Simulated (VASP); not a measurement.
An input for Ansatz (written as the equivalent of a VASP run, and not itself run):

Ansatz 0.2 input:
```yaml
crystal:
  lattice:
    - [0.0000000, 2.6178858, 2.6178858]
    - [2.6178858, 0.0000000, 2.6178858]
    - [2.6178858, 2.6178858, 0.0000000]
  atoms:
    - { symbol: Mg, position: [0.0000000, 0.0000000, 0.0000000] }
    - { symbol: Se, position: [0.5000000, 0.5000000, 0.5000000] }
kpoints:
  mp_grid: { grid: [9, 9, 9] }
hamiltonian:
  xc: pbesol
  pseudopotentials: { kind: paw }
scf:
  occupations: { method: gaussian, width: 0.05 }
  max_iter: 100
relax:
  max_steps: 40
  f_tol: 0.02
  cell: { p_target: 20 }
output: { forces: true, stress: true, eigenvalues: true }
```

Q: Write the VASP files for the same calculation (PBEsol).

A: Several could match; the one computed here: 
POSCAR:
```
MgSe
1
    0.0000000000     2.6178857784     2.6178857784
    2.6178857784     0.0000000000     2.6178857784
    2.6178857784     2.6178857784     0.0000000000
Mg Se
1 1
Direct
  0.0000000000   0.0000000000   0.0000000000
  0.5000000000   0.5000000000   0.5000000000
```

**INCAR**
```
ALGO = Normal
EDIFF = 1E-6
EDIFFG = -0.02
ENCUT = 500
GGA = PS
IBRION = 2
ISIF = 3
ISMEAR = 0
LASPH = .TRUE.
LCHARG = .FALSE.
LMAXMIX = 4
LREAL = .FALSE.
LWAVE = .FALSE.
NELM = 100
NSW = 40
PREC = Accurate
PSTRESS = 200
SIGMA = 0.05
SYSTEM = MgSe
```

### KPOINTS
```
Automatic
0
Gamma
  9 9 9
0 0 0
```

POTCAR, in this order: Mg Se (PBE.64 set). Program: vasp_std.

What does not carry over: each code has its own PAW files, so the cut-off isn't converted (ENCUT is set for VASP's; basis.ecutwfc is left out, and Ansatz then takes the one that its files recommend); Ansatz stops its SCF on the density residual and VASP on the energy change (EDIFF).

The compound is MgSe in the rock salt structure. This run relaxes it under an external pressure of 20 GPa. Symmetry was kept, so distortions that lower it aren't found.
